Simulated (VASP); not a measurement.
OSZICAR of a VASP run on Cd (hcp):

**OSZICAR**
```
       N       E                     dE             d eps       ncg     rms          rms(c)
DAV:   1     0.142889992212E+03    0.14289E+03   -0.11745E+04  2696   0.124E+03
DAV:   2     0.125396620516E+01   -0.14164E+03   -0.13901E+03  2776   0.342E+02
DAV:   3    -0.157697041596E+01   -0.28309E+01   -0.28285E+01  3360   0.583E+01
DAV:   4    -0.157987500192E+01   -0.29046E-02   -0.29045E-02  3144   0.161E+00
DAV:   5    -0.157988323085E+01   -0.82289E-05   -0.82284E-05  3368   0.797E-02    0.461E+00
DAV:   6    -0.156982396198E+01    0.10059E-01   -0.13080E-03  3080   0.473E-01    0.443E+00
DAV:   7    -0.156086277621E+01    0.89612E-02   -0.11829E-03  3040   0.432E-01    0.426E+00
DAV:   8    -0.155287056474E+01    0.79922E-02   -0.10220E-03  2984   0.401E-01    0.410E+00
DAV:   9    -0.154572903224E+01    0.71415E-02   -0.89491E-04  2888   0.374E-01    0.394E+00
DAV:  10    -0.153933686330E+01    0.63922E-02   -0.78690E-04  2832   0.350E-01    0.379E+00
DAV:  11    -0.153360604490E+01    0.57308E-02   -0.69238E-04  2808   0.327E-01    0.365E+00
DAV:  12    -0.152845982344E+01    0.51462E-02   -0.61062E-04  2840   0.306E-01    0.351E+00
DAV:  13    -0.152383119722E+01    0.46286E-02   -0.53829E-04  2800   0.287E-01    0.338E+00
DAV:  14    -0.151966154512E+01    0.41697E-02   -0.47608E-04  2840   0.269E-01    0.325E+00
DAV:  15    -0.151589960795E+01    0.37619E-02   -0.42066E-04  2816   0.252E-01    0.312E+00
DAV:  16    -0.151250038625E+01    0.33992E-02   -0.37283E-04  2824   0.236E-01    0.301E+00
DAV:  17    -0.150942441178E+01    0.30760E-02   -0.33026E-04  2792   0.222E-01    0.289E+00
DAV:  18    -0.150663695092E+01    0.27875E-02   -0.29342E-04  2824   0.208E-01    0.278E+00
DAV:  19    -0.150410745554E+01    0.25295E-02   -0.26054E-04  2784   0.196E-01    0.268E+00
DAV:  20    -0.150180896139E+01    0.22985E-02   -0.23202E-04  2808   0.184E-01    0.257E+00
DAV:  21    -0.149971768348E+01    0.20913E-02   -0.20660E-04  2832   0.173E-01    0.248E+00
DAV:  22    -0.149781254979E+01    0.19051E-02   -0.18433E-04  2792   0.163E-01    0.238E+00
DAV:  23    -0.149607492012E+01    0.17376E-02   -0.16467E-04  2784   0.154E-01    0.229E+00
DAV:  24    -0.149448825670E+01    0.15867E-02   -0.14730E-04  2824   0.145E-01    0.220E+00
DAV:  25    -0.149303784958E+01    0.14504E-02   -0.13183E-04  2784   0.137E-01    0.212E+00
DAV:  26    -0.149171061156E+01    0.13272E-02   -0.11830E-04  2840   0.129E-01    0.204E+00
DAV:  27    -0.149049487513E+01    0.12157E-02   -0.10612E-04  2792   0.122E-01    0.196E+00
DAV:  28    -0.148938021981E+01    0.11147E-02   -0.95484E-05  2808   0.115E-01    0.188E+00
DAV:  29    -0.148835733286E+01    0.10229E-02   -0.85899E-05  2800   0.109E-01    0.181E+00
DAV:  30    -0.148741786304E+01    0.93947E-03   -0.77440E-05  2808   0.103E-01    0.174E+00
DAV:  31    -0.148655432032E+01    0.86354E-03   -0.69883E-05  2832   0.975E-02    0.168E+00
DAV:  32    -0.148575997026E+01    0.79435E-03   -0.63137E-05  2800   0.923E-02    0.161E+00
DAV:  33    -0.148502875376E+01    0.73122E-03   -0.57154E-05  2824   0.875E-02    0.155E+00
DAV:  34    -0.148435521164E+01    0.67354E-03   -0.51757E-05  2800   0.830E-02    0.149E+00
DAV:  35    -0.148373440932E+01    0.62080E-03   -0.46957E-05  2816   0.788E-02    0.143E+00
DAV:  36    -0.148316188839E+01    0.57252E-03   -0.42642E-05  2808   0.749E-02    0.138E+00
DAV:  37    -0.148263360802E+01    0.52828E-03   -0.38776E-05  2816   0.712E-02    0.132E+00
DAV:  38    -0.148214590749E+01    0.48770E-03   -0.35312E-05  2792   0.677E-02    0.127E+00
DAV:  39    -0.148169546276E+01    0.45044E-03   -0.32191E-05  2816   0.644E-02    0.122E+00
DAV:  40    -0.148127925033E+01    0.41621E-03   -0.29367E-05  2808   0.613E-02    0.118E+00
DAV:  41    -0.148089451649E+01    0.38473E-03   -0.26845E-05  2824   0.585E-02    0.113E+00
DAV:  42    -0.148053875152E+01    0.35576E-03   -0.24544E-05  2824   0.557E-02    0.109E+00
DAV:  43    -0.148020966592E+01    0.32909E-03   -0.22500E-05  2864   0.532E-02    0.105E+00
DAV:  44    -0.147990516774E+01    0.30450E-03   -0.20599E-05  2816   0.508E-02    0.100E+00
DAV:  45    -0.147962334174E+01    0.28183E-03   -0.18937E-05  2856   0.485E-02    0.966E-01
DAV:  46    -0.147936243677E+01    0.26090E-03   -0.17369E-05  2840   0.464E-02    0.929E-01
DAV:  47    -0.147912084454E+01    0.24159E-03   -0.15998E-05  2840   0.444E-02    0.893E-01
DAV:  48    -0.147889709364E+01    0.22375E-03   -0.14715E-05  2824   0.424E-02    0.859E-01
DAV:  49    -0.147868982903E+01    0.20726E-03   -0.13569E-05  2864   0.406E-02    0.826E-01
DAV:  50    -0.147849780661E+01    0.19202E-03   -0.12507E-05  2832   0.389E-02    0.795E-01
DAV:  51    -0.147831988171E+01    0.17792E-03   -0.11557E-05  2824   0.373E-02    0.764E-01
DAV:  52    -0.147815500317E+01    0.16488E-03   -0.10674E-05  2808   0.358E-02    0.735E-01
DAV:  53    -0.147800219903E+01    0.15280E-03   -0.98688E-06  2792   0.343E-02    0.707E-01
DAV:  54    -0.147786057562E+01    0.14162E-03   -0.91388E-06  2816   0.329E-02    0.680E-01
DAV:  55    -0.147772930776E+01    0.13127E-03   -0.84574E-06  2808   0.316E-02    0.655E-01
DAV:  56    -0.147760763242E+01    0.12168E-03   -0.78468E-06  2792   0.304E-02    0.630E-01
DAV:  57    -0.147749484737E+01    0.11279E-03   -0.72784E-06  2784   0.292E-02    0.606E-01
DAV:  58    -0.147739030233E+01    0.10455E-03   -0.67581E-06  2784   0.281E-02    0.583E-01
DAV:  59    -0.147729339708E+01    0.96905E-04   -0.62773E-06  2776   0.270E-02    0.561E-01
DAV:  60    -0.147720357488E+01    0.89822E-04   -0.58376E-06  2800   0.260E-02    0.540E-01
DAV:  61    -0.147712032064E+01    0.83254E-04   -0.54267E-06  2696   0.250E-02    0.520E-01
DAV:  62    -0.147704315795E+01    0.77163E-04   -0.50602E-06  2704   0.241E-02    0.501E-01
DAV:  63    -0.147697164664E+01    0.71511E-04   -0.47275E-06  2616   0.233E-02    0.482E-01
DAV:  64    -0.147690537807E+01    0.66269E-04   -0.44216E-06  2640   0.224E-02    0.464E-01
DAV:  65    -0.147684397431E+01    0.61404E-04   -0.41068E-06  2392   0.216E-02    0.447E-01
DAV:  66    -0.147678708462E+01    0.56890E-04   -0.38700E-06  2440   0.209E-02    0.431E-01
DAV:  67    -0.147673438764E+01    0.52697E-04   -0.35837E-06  2320   0.201E-02    0.415E-01
DAV:  68    -0.147668557799E+01    0.48810E-04   -0.33679E-06  2208   0.194E-02    0.400E-01
DAV:  69    -0.147664037903E+01    0.45199E-04   -0.31336E-06  2176   0.187E-02    0.385E-01
DAV:  70    -0.147659852955E+01    0.41849E-04   -0.29237E-06  2128   0.181E-02    0.371E-01
DAV:  71    -0.147655978534E+01    0.38744E-04   -0.27434E-06  1960   0.175E-02    0.358E-01
DAV:  72    -0.147652392604E+01    0.35859E-04   -0.25742E-06  1896   0.170E-02    0.345E-01
DAV:  73    -0.147649074480E+01    0.33181E-04   -0.24046E-06  1752   0.164E-02    0.332E-01
DAV:  74    -0.147646004743E+01    0.30697E-04   -0.22757E-06  1752   0.159E-02    0.320E-01
DAV:  75    -0.147643165459E+01    0.28393E-04   -0.21116E-06  1600   0.154E-02    0.309E-01
DAV:  76    -0.147640540080E+01    0.26254E-04   -0.20076E-06  1544   0.150E-02    0.298E-01
DAV:  77    -0.147638113488E+01    0.24266E-04   -0.18609E-06  1496   0.145E-02    0.287E-01
DAV:  78    -0.147635871113E+01    0.22424E-04   -0.17382E-06  1528   0.140E-02    0.277E-01
DAV:  79    -0.147633799544E+01    0.20716E-04   -0.16344E-06  1504   0.136E-02    0.267E-01
DAV:  80    -0.147631886323E+01    0.19132E-04   -0.15287E-06  1464   0.132E-02    0.258E-01
DAV:  81    -0.147630120069E+01    0.17663E-04   -0.14397E-06  1432   0.128E-02    0.249E-01
DAV:  82    -0.147628490098E+01    0.16300E-04   -0.13507E-06  1432   0.124E-02    0.240E-01
DAV:  83    -0.147626986474E+01    0.15036E-04   -0.12685E-06  1456   0.120E-02    0.232E-01
DAV:  84    -0.147625599991E+01    0.13865E-04   -0.11912E-06  1416   0.117E-02    0.224E-01
DAV:  85    -0.147624322182E+01    0.12778E-04   -0.11213E-06  1408   0.113E-02    0.216E-01
DAV:  86    -0.147623145055E+01    0.11771E-04   -0.10539E-06  1448   0.110E-02    0.208E-01
DAV:  87    -0.147622061191E+01    0.10839E-04   -0.99091E-07  1432   0.107E-02    0.201E-01
DAV:  88    -0.147621063712E+01    0.99748E-05   -0.93402E-07  1384   0.103E-02    0.194E-01
DAV:  89    -0.147620146429E+01    0.91728E-05   -0.87839E-07  1392   0.100E-02    0.188E-01
DAV:  90    -0.147619303236E+01    0.84319E-05   -0.82644E-07  1416   0.974E-03    0.181E-01
DAV:  91    -0.147618528735E+01    0.77450E-05   -0.77863E-07  1416   0.946E-03    0.175E-01
DAV:  92    -0.147617817865E+01    0.71087E-05   -0.73240E-07  1368   0.918E-03    0.169E-01
DAV:  93    -0.147617165741E+01    0.65212E-05   -0.69138E-07  1400   0.892E-03    0.164E-01
DAV:  94    -0.147616568169E+01    0.59757E-05   -0.65020E-07  1456   0.865E-03    0.158E-01
DAV:  95    -0.147616020883E+01    0.54729E-05   -0.61231E-07  1376   0.840E-03    0.153E-01
DAV:  96    -0.147615520162E+01    0.50072E-05   -0.57851E-07  1368   0.816E-03    0.148E-01
DAV:  97    -0.147615062542E+01    0.45762E-05   -0.54430E-07  1392   0.792E-03    0.143E-01
DAV:  98    -0.147614644703E+01    0.41784E-05   -0.51282E-07  1384   0.769E-03    0.138E-01
DAV:  99    -0.147614263605E+01    0.38110E-05   -0.48383E-07  1368   0.747E-03    0.134E-01
DAV: 100    -0.147613916444E+01    0.34716E-05   -0.45636E-07  1408   0.726E-03
   1 F= -.14761392E+01 E0= -.14759711E+01  d E =-.504169E-03
```

**Question.** Which electronic solver shows in the log?

**Answer.** It is blocked Davidson (ALGO = Normal, or the opening steps of other solvers). The INCAR had ALGO = Normal.

**Question.** Can the final energy be trusted as converged?

**Answer.** Convergence was not reached. It stopped with EDIFF = 1E-6, NELM = 100 (PBE GGA, plane waves, VASP's PBE PAW potentials (set 64)).

The compound is Cd in the hcp structure. The cell was not relaxed at this level. The run is one of a series of settings (AMIX = 0.05, BMIX = 3.0, IMIX = 1 against the base run), some of them coarse on purpose.
